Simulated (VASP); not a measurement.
Energy against volume of SrTiO3 (cubic perovskite). Computed with r2SCAN+rVV10, VASP's PBE PAW potentials (set 64) (plane waves; VASP).

```tsv
V (Å³/atom)	E (eV/atom)
11.185	-12.44472
11.542	-12.46718
11.899	-12.47454
12.256	-12.46896
12.613	-12.45236
```

Problem. Fit a third-order Birch-Murnaghan equation of state.

Solution. 
```yaml
volume_per_atom: 11.91 Å^3/atom
bulk_modulus: 192 GPa
pressure_derivative_of_the_bulk_modulus: 4.24
lattice_constant_a: 3.906 Å
```

Measured: a 3.890 Å at 0 K (computed value off by +0.4 %), as given by D. I. Bilc et al., Physical Review B (2008), arXiv:0805.0753 [cubic phase extrapolated to 0 K].

The compound is SrTiO3 in the cubic perovskite structure, the ideal cubic form; the compound distorts at low or room temperature. It was relaxed first.
